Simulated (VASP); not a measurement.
Given:

```
CELL_PARAMETERS angstrom
      3.47967     0.00000     0.00000
     -1.73983     3.01348     0.00000
      0.00000     0.00000     4.17284
ATOMIC_POSITIONS crystal
  Mg 0.66667 0.33333 0.75000
  Mg 0.33333 0.66667 0.25000
  O  0.66667 0.33333 0.25000
  O  0.33333 0.66667 0.75000
```

These are r2SCAN meta-GGA, VASP's PBE PAW potentials (set 64) (plane waves; VASP 6.6.1) values and carry that method's errors. Numerical set-up: 520 eV cut-off, 8×8×6 Γ-centred mesh, tetrahedra with Blöchl corrections, potentials Mg O.

**Question.** Give the energies of bands 3 to 10 at the high-symmetry points, in eV from the valence-band maximum.

**Answer.** 
```json
[
 {"band": "3", "Γ": "-3.70", "M": "-3.59", "K": "-3.68", "A": "-2.42", "L": "-3.90", "H": "-3.62"},
 {"band": "4", "Γ": "-1.78", "M": "-2.41", "K": "-2.19", "A": "-2.42", "L": "-3.90", "H": "-3.62"},
 {"band": "5", "Γ": "-1.78", "M": "-2.39", "K": "-2.19", "A": "-1.33", "L": "-1.57", "H": "-2.51"},
 {"band": "6", "Γ": "-0.84", "M": "-1.97", "K": "-1.84", "A": "-1.33", "L": "-1.57", "H": "-2.51"},
 {"band": "7", "Γ": "-0.84", "M": "-1.31", "K": "-1.84", "A": "-1.33", "L": "-0.84", "H": "-0.40"},
 {"band": "8", "Γ": "0.00", "M": "-0.54", "K": "-0.91", "A": "-1.33", "L": "-0.84", "H": "-0.40"},
 {"band": "9", "Γ": "4.11", "M": "7.68", "K": "7.97", "A": "7.17", "L": "8.05", "H": "8.87"},
 {"band": "10", "Γ": "10.44", "M": "10.07", "K": "9.78", "A": "7.17", "L": "8.05", "H": "8.87"}
]
```

The gap is direct, 4.11 eV, from the valence maximum at Γ to the conduction minimum at Γ.

The structure comes from a computed database's MgO entry (P6_3/mmc); how it stands against other phases isn't given here. It was relaxed first.
